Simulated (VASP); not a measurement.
TiAl₃ (sg139): computed properties

All values below come from PBE GGA, VASP's PBE PAW potentials (set 64) (plane waves; VASP 6.6.1).

```yaml
space_group: I4/mmm (139)
cell: a = b = 3.8436 Å, c = 8.6123 Å, α = β = γ = 90.00°
volume_per_atom: 15.90 Å³/atom
band gap (over mesh and band path): none (metal, semimetal or under 0.01 eV)
density: 3.36 g/cm³
```

```
Al3Ti
1.0
   -1.92179     1.92179     4.30614
    1.92179    -1.92179     4.30614
    1.92179     1.92179    -4.30614
Ti Al
1 3
Direct
  0.00000   0.00000   0.00000
  0.50000   0.50000   0.00000
  0.75000   0.25000   0.50000
  0.25000   0.75000   0.50000
```

The compound is TiAl3 in the sg139 structure. It was relaxed first. Symmetry was kept, so distortions that lower it aren't found. The electron count is odd and the run is not spin-polarised, which forces a metal.
